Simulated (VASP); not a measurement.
**O (relaxed from the fcc structure, space group Fm-3m): computed properties**

These are r2SCAN meta-GGA, VASP's PBE PAW potentials (set 64) (plane waves; VASP 6.6.1) values and carry that method's errors.

- space group: Fm-3m (225)
- cell: a = b = c = 3.134 Å, α = β = γ = 90.00°
- volume per atom: 7.69 Å^3/atom
- band gap (over mesh and band path): none (metal, semimetal or under 0.01 eV)
- density: 3.45 g/cm³

Space group Fm-3m (No. 225); a = 3.134 Å, b = 3.134 Å, c = 3.134 Å, α = 90.00°, β = 90.00°, γ = 90.00°

```json
[
 {"atom": "O", "site": "4a", "symmetry": "m-3m", "x": "0.0000", "y": "0.0000", "z": "0.0000"}
]
```
(The calculation used a cell of 1 atom; values per cell refer to that cell.)

The structure was generated: O was put into the fcc type (Fm-3m), which need not be its known phase. It was relaxed first. Symmetry was kept, so distortions that lower it aren't found.
